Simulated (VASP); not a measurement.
A VASP calculation is set up with these files.

File KPOINTS:
```
Automatic mesh
0
Gamma
9 9 9
0 0 0
```

**INCAR**
```
SYSTEM = AuZn
PREC = Accurate
ENCUT = 400
EDIFF = 1E-6
NELM = 60
ALGO = VeryFast
LREAL = .FALSE.
LASPH = .TRUE.
ISMEAR = 1
SIGMA = 0.1
GGA = PE
LMAXMIX = 6
LWAVE = .FALSE.
LCHARG = .FALSE.
ISIF = 2
NELMDL = -1
```

**POSCAR**
```
AuZn
1
    3.1500000000     0.0000000000     0.0000000000
    0.0000000000     3.1500000000     0.0000000000
    0.0000000000     0.0000000000     3.1500000000
Zn Au
1 1
Direct
  0.5000000000   0.5000000000   0.5000000000
  0.0000000000   0.0000000000   0.0000000000
```

POTCAR, in this order: Zn Au (PBE.64 set). Program: vasp_std.

### Question
What happens when VASP runs on this input?

### Answer
There is a fault: ALGO = VeryFast starts from random orbitals with almost no delay (NELMDL = -1). The run did not converge; its last values are not results. Against the sound run, the energy per atom (σ→0) rises by 546.402 eV/atom; the pressure increases by 447.16 GPa.

**standard output**
```
...
RMM:  22     0.109280952506E+04   -0.51135E+00   -0.45400E+00  2098   0.227E+01    0.213E+02
RMM:  23     0.109265583680E+04   -0.15369E+00   -0.48420E+00  2097   0.218E+01    0.519E+01
RMM:  24     0.109234276358E+04   -0.31307E+00   -0.33040E+00  2099   0.200E+01    0.153E+02
RMM:  25     0.109194506485E+04   -0.39770E+00   -0.39777E+00  2098   0.178E+01    0.716E+01
RMM:  26     0.109168455550E+04   -0.26051E+00   -0.28563E+00  2100   0.165E+01    0.744E+01
RMM:  27     0.109136972200E+04   -0.31483E+00   -0.32886E+00  2099   0.153E+01    0.436E+01
RMM:  28     0.109113133730E+04   -0.23838E+00   -0.25209E+00  2099   0.144E+01    0.485E+01
RMM:  29     0.109083706333E+04   -0.29427E+00   -0.28216E+00  2098   0.133E+01    0.753E+01
RMM:  30     0.109060375494E+04   -0.23331E+00   -0.23095E+00  2097   0.124E+01    0.922E+01
RMM:  31     0.109038347552E+04   -0.22028E+00   -0.21732E+00  2099   0.116E+01    0.111E+02
RMM:  32     0.109021183291E+04   -0.17164E+00   -0.17678E+00  2099   0.109E+01    0.104E+02
RMM:  33     0.109003907765E+04   -0.17276E+00   -0.17548E+00  2098   0.103E+01    0.106E+02
RMM:  34     0.108993057032E+04   -0.10851E+00   -0.11533E+00  2097   0.101E+01    0.832E+00
RMM:  35     0.108978126314E+04   -0.14931E+00   -0.14464E+00  2096   0.956E+00    0.332E+01
RMM:  36     0.108966286228E+04   -0.11840E+00   -0.11664E+00  2100   0.892E+00    0.494E+01
RMM:  37     0.108954419272E+04   -0.11867E+00   -0.11780E+00  2098   0.841E+00    0.569E+01
RMM:  38     0.108943923060E+04   -0.10496E+00   -0.10416E+00  2099   0.795E+00    0.723E+01
RMM:  39     0.108934210640E+04   -0.97124E-01   -0.96612E-01  2098   0.756E+00    0.760E+01
RMM:  40     0.108924973578E+04   -0.92371E-01   -0.91288E-01  2096   0.722E+00    0.800E+01
RMM:  41     0.108916352654E+04   -0.86209E-01   -0.85403E-01  2094   0.690E+00    0.836E+01
RMM:  42     0.108908260128E+04   -0.80925E-01   -0.79618E-01  2097   0.660E+00    0.800E+01
RMM:  43     0.108900775080E+04   -0.74850E-01   -0.75043E-01  2093   0.644E+00    0.581E+01
RMM:  44     0.108892793161E+04   -0.79819E-01   -0.80109E-01  2097   0.623E+00    0.619E+01
RMM:  45     0.108884589944E+04   -0.82032E-01   -0.80842E-01  2094   0.602E+00    0.658E+01
RMM:  46     0.108877199188E+04   -0.73908E-01   -0.74466E-01  2097   0.587E+00    0.679E+01
RMM:  47     0.108870779922E+04   -0.64193E-01   -0.66799E-01  2095   0.570E+00    0.101E+01
RMM:  48     0.108863809321E+04   -0.69706E-01   -0.70168E-01  2093   0.550E+00    0.517E+01
RMM:  49     0.108857169639E+04   -0.66397E-01   -0.67724E-01  2095   0.544E+00    0.250E+01
RMM:  50     0.108851464490E+04   -0.57051E-01   -0.55375E-01  2051   0.515E+00    0.461E+01
RMM:  51     0.108846288870E+04   -0.51756E-01   -0.53716E-01  2089   0.494E+00    0.883E+00
RMM:  52     0.108841159066E+04   -0.51298E-01   -0.52379E-01  2087   0.476E+00    0.954E+00
RMM:  53     0.108835932294E+04   -0.52268E-01   -0.51710E-01  2090   0.461E+00    0.218E+01
RMM:  54     0.108831485013E+04   -0.44473E-01   -0.44489E-01  2081   0.442E+00    0.239E+01
RMM:  55     0.108827201534E+04   -0.42835E-01   -0.43435E-01  2095   0.426E+00    0.424E-01
RMM:  56     0.108823148394E+04   -0.40531E-01   -0.40357E-01  2097   0.411E+00    0.107E+01
WARNING in EDDRMM: call to ZHEGV failed, returncode =   6  3      6
RMM:  57     0.108819044993E+04   -0.41034E-01   -0.40996E-01  2091   0.398E+00    0.457E-01
RMM:  58     0.108815391014E+04   -0.36540E-01   -0.36240E-01  2090   0.385E+00    0.286E+00
RMM:  59     0.108811574630E+04   -0.38164E-01   -0.37477E-01  2086   0.375E+00    0.822E+00
RMM:  60     0.108808002163E+04   -0.35725E-01   -0.34931E-01  2085   0.367E+00

 -----------------------------------------------------------------------------
|                                                                             |
|           W    W    AA    RRRRR   N    N  II  N    N   GGGG   !!!           |
|           W    W   A  A   R    R  NN   N  II  NN   N  G    G  !!!           |
|           W    W  A    A  R    R  N N  N  II  N N  N  G       !!!           |
|           W WW W  AAAAAA  RRRRR   N  N N  II  N  N N  G  GGG   !            |
|           WW  WW  A    A  R   R   N   NN  II  N   NN  G    G                |
|           W    W  A    A  R    R  N    N  II  N    N   GGGG   !!!           |
|                                                                             |
|     The electronic self-consistency was not achieved in the given           |
|     number of steps (NELM). The forces and other quantities evaluated       |
|     might not be reliable so examine the results carefully. If you find     |
|     spurious results, we suggest increasing NELM, if you were close to      |
|     convergence or switching to a different ALGO or adjusting the           |
|     density mixing parameters otherwise.                                    |
|                                                                             |
 -----------------------------------------------------------------------------

   1 F= 0.10880800E+04 E0= 0.10880804E+04  d E =-.992422E-03
```

**OUTCAR**
```
------------------------ aborting loop EDIFF was not reached (unconverged)  ----------------------------
  FORCE on cell =-STRESS in cart. coord.  units (eV):
  Direction    XX          YY          ZZ          XY          YZ          ZX
  --------------------------------------------------------------------------------------
  Total       88.1119477     88.1119477     88.1119477      0.0000000     -0.0000000     -0.0000000
  in kB     4516.6217597   4516.6217597   4516.6217597      0.0000000     -0.0000000     -0.0000000
  external PRESSURE =    4516.6217597 kB  Pullay stress =       0.0000000 kB
  volume of cell :       31.26
      direct lattice vectors                 reciprocal lattice vectors
     3.150000000  0.000000000  0.000000000     0.317460317  0.000000000  0.000000000
     0.000000000  3.150000000  0.000000000     0.000000000  0.317460317  0.000000000
     0.000000000  0.000000000  3.150000000     0.000000000  0.000000000  0.317460317
 POSITION                                       TOTAL-FORCE (eV/Angst)
 -----------------------------------------------------------------------------------
      1.57500      1.57500      1.57500         0.000000      0.000000      0.000000
      0.00000      0.00000      0.00000         0.000000      0.000000      0.000000
 -----------------------------------------------------------------------------------
    total drift:                                0.000000     -0.000000     -0.000000
  FREE ENERGIE OF THE ION-ELECTRON SYSTEM (eV)
  ---------------------------------------------------
  free  energy   TOTEN  =      1088.0800216280 eV

  energy  without entropy=     1088.0810140505  energy(sigma->0) =     1088.08035244
```
(Selected blocks of OUTCAR.)

To mend it, set ALGO = Normal, remove NELMDL.

The mended run (PBE GGA, plane waves, VASP's PBE PAW potentials (set 64)) converges, and its OSZICAR ends with
```
   1 F= -.47230801E+01 E0= -.47227945E+01  d E =-.857005E-03
```

The compound is AuZn in the CsCl type structure. The cell was not relaxed at this level. The electron count is odd and the run is not spin-polarised, which forces a metal.
